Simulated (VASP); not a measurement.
Method: PBE GGA, VASP's PBE PAW potentials (set 64) (plane waves; VASP 6.6.1).

Input for VASP

INCAR:
```
# general
SYSTEM = P
PREC   = Accurate
ENCUT  = 400
LREAL  = .FALSE.
LASPH  = .TRUE.

# electronic loop
EDIFF  = 1E-6
NELM   = 100
ALGO   = Normal

# smearing
ISMEAR = 0
SIGMA  = 0.05

# functional
GGA    = PE

# ions
ISIF   = 2

# output
LWAVE  = .FALSE.
LCHARG = .FALSE.
```

KPOINTS:
```
Regular mesh
0
G
 6 6 5
```

File POSCAR:
```
P
1
    1.6881000000    -5.3448000000    -0.0000000000
    1.6881000000     5.3448000000     0.0000000000
    0.0000000000     0.0000000000     4.4676000000
P
4
Direct
  0.1017000000   0.8983000000   0.9194000000
  0.3983000000   0.6017000000   0.4194000000
  0.6017000000   0.3983000000   0.5806000000
  0.8983000000   0.1017000000   0.0806000000
```

POTCAR, in this order: P (PBE.64 set). Program: vasp_std.

Output of the run:

### OSZICAR
```
       N       E                     dE             d eps       ncg     rms          rms(c)
DAV:   1     0.540295097869E+02    0.54030E+02   -0.72006E+03  1092   0.976E+02
DAV:   2    -0.179765909468E+02   -0.72006E+02   -0.69722E+02  1448   0.161E+02
DAV:   3    -0.215156243867E+02   -0.35390E+01   -0.35133E+01  1464   0.385E+01
DAV:   4    -0.215646362531E+02   -0.49012E-01   -0.48975E-01  1412   0.524E+00
DAV:   5    -0.215656584157E+02   -0.10222E-02   -0.10214E-02  1508   0.678E-01    0.938E+00
DAV:   6    -0.214832835410E+02    0.82375E-01   -0.45154E-02  1284   0.130E+00    0.557E+00
DAV:   7    -0.214459972983E+02    0.37286E-01   -0.82957E-02  1380   0.184E+00    0.199E-01
DAV:   8    -0.214463042587E+02   -0.30696E-03   -0.64905E-03  1302   0.557E-01    0.107E-01
DAV:   9    -0.214463826949E+02   -0.78436E-04   -0.26522E-04  1506   0.120E-01    0.661E-02
DAV:  10    -0.214464136018E+02   -0.30907E-04   -0.39595E-05  1296   0.410E-02    0.238E-02
DAV:  11    -0.214464217017E+02   -0.80999E-05   -0.10641E-05  1344   0.272E-02    0.799E-03
DAV:  12    -0.214464220929E+02   -0.39116E-06   -0.36314E-07   852   0.443E-03
   1 F= -.21446422E+02 E0= -.21446385E+02  d E =-.739009E-04
```

File OUTCAR:
```
------------------------ aborting loop because EDIFF is reached ----------------------------------------
  FORCE on cell =-STRESS in cart. coord.  units (eV):
  Direction    XX          YY          ZZ          XY          YZ          ZX
  --------------------------------------------------------------------------------------
  Total       -1.6609207     -0.8028124     -1.2708563      0.0000000      0.0000000      0.0000000
  in kB      -33.0084834    -15.9547764    -25.2564970      0.0000000      0.0000000      0.0000000
  external PRESSURE =     -24.7399190 kB  Pullay stress =       0.0000000 kB
  volume of cell :       80.62
      direct lattice vectors                 reciprocal lattice vectors
     1.688100000 -5.344800000  0.000000000     0.296190984 -0.093548870  0.000000000
     1.688100000  5.344800000  0.000000000     0.296190984  0.093548870  0.000000000
     0.000000000  0.000000000  4.467600000     0.000000000  0.000000000  0.223833826
 POSITION                                       TOTAL-FORCE (eV/Angst)
 -----------------------------------------------------------------------------------
      1.68810      4.25767      4.10751         0.000000      0.309307     -0.277154
      1.68810      1.08713      1.87371         0.000000     -0.309307     -0.277154
      1.68810     -1.08713      2.59389         0.000000      0.309307      0.277154
      1.68810     -4.25767      0.36009         0.000000     -0.309307      0.277154
 -----------------------------------------------------------------------------------
    total drift:                                0.000000     -0.000000      0.000000
  FREE ENERGIE OF THE ION-ELECTRON SYSTEM (eV)
  ---------------------------------------------------
  free  energy   TOTEN  =       -21.4464220929 eV

  energy  without entropy=      -21.4463481920  energy(sigma->0) =      -21.44638514
```
(Selected blocks of OUTCAR.)

The compound is P in the black structure. The cell was not relaxed at this level.
